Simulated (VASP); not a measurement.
All values below come from PBE GGA, VASP's PBE PAW potentials (set 64) (plane waves; VASP).

VASP input:

INCAR:
```
SYSTEM  =  LiH
PREC  =  Accurate; ENCUT  =  280; LREAL  =  .False.
LASPH  =  .True.
EDIFF  =  1E-6; NELM  =  100; ALGO  =  Normal
ISMEAR  =  -1; SIGMA  =  0.272
GGA  =  PE
IBRION  =  2; NSW  =  50; ISIF  =  3
EDIFFG  =  -0.01
LWAVE  =  .False.; LCHARG  =  .False.
```

**POSCAR**
```
LiH
1
    0.0000000000     1.9917480000     1.9917480000
    1.9917480000     0.0000000000     1.9917480000
    1.9917480000     1.9917480000     0.0000000000
Li H
1 1
Direct
  0.0000000000   0.0000000000   0.0000000000
  0.5000000000   0.5000000000   0.5000000000
```

**KPOINTS**
```
Automatic mesh
0
Gamma
8 8 8
0.5 0.5 0.5
```

POTCAR, in this order: Li_sv H (PBE.64 set). Program: vasp_std.

Output

**OSZICAR**
```
       N       E                     dE             d eps       ncg     rms          rms(c)
DAV:   1    -0.468513378037E+01   -0.46851E+01   -0.94851E+02   774   0.376E+02
DAV:   2    -0.713547333455E+01   -0.24503E+01   -0.24479E+01   984   0.459E+01
DAV:   3    -0.715640354334E+01   -0.20930E-01   -0.20930E-01   822   0.404E+00
DAV:   4    -0.715661797684E+01   -0.21443E-03   -0.21443E-03   954   0.356E-01
DAV:   5    -0.715662034083E+01   -0.23640E-05   -0.23638E-05   810   0.245E-02    0.358E+00
DAV:   6    -0.691330395547E+01    0.24332E+00   -0.17677E-01   822   0.215E+00    0.182E+00
DAV:   7    -0.684732679783E+01    0.65977E-01   -0.23760E-01   816   0.273E+00    0.285E-01
DAV:   8    -0.684959812731E+01   -0.22713E-02   -0.93470E-03   774   0.883E-01    0.446E-02
DAV:   9    -0.684959220874E+01    0.59186E-05   -0.24336E-04   834   0.124E-01    0.186E-02
DAV:  10    -0.684960187616E+01   -0.96674E-05   -0.27309E-05   804   0.465E-02    0.422E-03
DAV:  11    -0.684960207899E+01   -0.20283E-06   -0.64898E-07   534   0.773E-03
   1 F= -.68496021E+01 E0= -.68492209E+01  d E =-.684960E+01
       N       E                     dE             d eps       ncg     rms          rms(c)
DAV:   1    -0.690977113954E+01   -0.60169E-01   -0.18206E-01   774   0.353E+00    0.106E+00
DAV:   2    -0.689988477641E+01    0.98864E-02   -0.18209E-03   792   0.524E-01    0.581E-01
DAV:   3    -0.689960742346E+01    0.27735E-03   -0.33901E-03   822   0.539E-01    0.276E-02
DAV:   4    -0.689969736400E+01   -0.89941E-04   -0.68853E-04   786   0.228E-01    0.222E-02
DAV:   5    -0.689967562540E+01    0.21739E-04   -0.44449E-05   720   0.554E-02    0.207E-02
DAV:   6    -0.689968072809E+01   -0.51027E-05   -0.46674E-06   750   0.233E-02    0.870E-03
DAV:   7    -0.689968057967E+01    0.14842E-06   -0.31526E-07   402   0.607E-03
   2 F= -.68996806E+01 E0= -.68993254E+01  d E =-.500785E-01
       N       E                     dE             d eps       ncg     rms          rms(c)
DAV:   1    -0.698464799411E+01   -0.84967E-01   -0.67150E-01  1014   0.681E+00    0.195E+00
DAV:   2    -0.695232592372E+01    0.32322E-01   -0.53163E-03   924   0.848E-01    0.108E+00
DAV:   3    -0.695095037232E+01    0.13756E-02   -0.12439E-02   900   0.101E+00    0.376E-02
DAV:   4    -0.695113745078E+01   -0.18708E-03   -0.16084E-03   750   0.369E-01    0.284E-02
DAV:   5    -0.695109678067E+01    0.40670E-04   -0.10567E-04   858   0.844E-02    0.258E-02
DAV:   6    -0.695110134586E+01   -0.45652E-05   -0.76998E-06   828   0.334E-02    0.384E-03
DAV:   7    -0.695110147056E+01   -0.12470E-06   -0.42002E-07   654   0.582E-03
   3 F= -.69511015E+01 E0= -.69507886E+01  d E =-.101499E+00
       N       E                     dE             d eps       ncg     rms          rms(c)
DAV:   1    -0.695987296162E+01   -0.87716E-02   -0.11956E-01  1062   0.291E+00    0.769E-01
DAV:   2    -0.695517210490E+01    0.47009E-02   -0.91766E-04   990   0.333E-01    0.428E-01
DAV:   3    -0.695467199508E+01    0.50011E-03   -0.22164E-03   948   0.409E-01    0.149E-02
DAV:   4    -0.695469291499E+01   -0.20920E-04   -0.20670E-04   780   0.137E-01    0.976E-03
DAV:   5    -0.695468788235E+01    0.50326E-05   -0.15260E-05   996   0.295E-02    0.865E-03
DAV:   6    -0.695468771193E+01    0.17043E-06   -0.89336E-07   810   0.104E-02
   4 F= -.69546877E+01 E0= -.69543903E+01  d E =-.105086E+00
       N       E                     dE             d eps       ncg     rms          rms(c)
DAV:   1    -0.695504456235E+01   -0.35668E-03   -0.42077E-03  1032   0.545E-01    0.140E-01
DAV:   2    -0.695488521374E+01    0.15935E-03   -0.33848E-05   942   0.665E-02    0.782E-02
DAV:   3    -0.695487701652E+01    0.81972E-05   -0.81846E-05   954   0.781E-02    0.316E-03
DAV:   4    -0.695487764538E+01   -0.62886E-06   -0.74582E-06   756   0.257E-02
   5 F= -.69548776E+01 E0= -.69545773E+01  d E =-.105276E+00
```

### OUTCAR
```
------------------------ aborting loop because EDIFF is reached ----------------------------------------
  FORCE on cell =-STRESS in cart. coord.  units (eV):
  Direction    XX          YY          ZZ          XY          YZ          ZX
  --------------------------------------------------------------------------------------
  Total       -0.0014129     -0.0014129     -0.0014129      0.0000000      0.0000000     -0.0000000
  in kB       -0.1791479     -0.1791479     -0.1791479      0.0000000      0.0000000     -0.0000000
  external PRESSURE =      -0.1791479 kB  Pullay stress =       0.0000000 kB
  volume of cell :       12.64
      direct lattice vectors                 reciprocal lattice vectors
    -0.000000000  1.848666429  1.848666429    -0.270465235  0.270465235  0.270465235
     1.848666429 -0.000000000  1.848666429     0.270465235 -0.270465235  0.270465235
     1.848666429  1.848666429 -0.000000000     0.270465235  0.270465235 -0.270465235
  FREE ENERGIE OF THE ION-ELECTRON SYSTEM (eV)
  ---------------------------------------------------
  free  energy   TOTEN  =        -6.9548776454 eV

  energy  without entropy=       -6.9542770543  energy(sigma->0) =       -6.95457735

 reached required accuracy - stopping structural energy minimisation
```
(Selected blocks of OUTCAR.)

### CONTCAR
```
LiH
   1.00000000000000
    -0.0000000000000000    1.8486664291042989    1.8486664291042989
     1.8486664291042989   -0.0000000000000000    1.8486664291042989
     1.8486664291042989    1.8486664291042989   -0.0000000000000000
  Li              H
     1     1
Direct
     0.0000000000000000    0.0000000000000000    0.0000000000000000
     0.5000000000000000    0.5000000000000000    0.5000000000000000
```

At this cut-off the stress carries a Pulay error, which pulls relaxed volumes low.  Energy and stress use the plane-wave basis of the starting cell.

The structure comes from a computed database's LiH entry; how it stands against other phases isn't given here. This run relaxes it. Symmetry was kept, so distortions that lower it aren't found. The run is one of a series of settings (EDIFFG = -0.01, ENCUT = 280, IBRION = 2, ISIF = 3, ISMEAR = -1, NSW = 50, SIGMA = 0.272, KPOINTS 8×8×8 Γ-centred mesh shifted by (0.5, 0.5, 0.5) against the base run), some of them coarse on purpose.
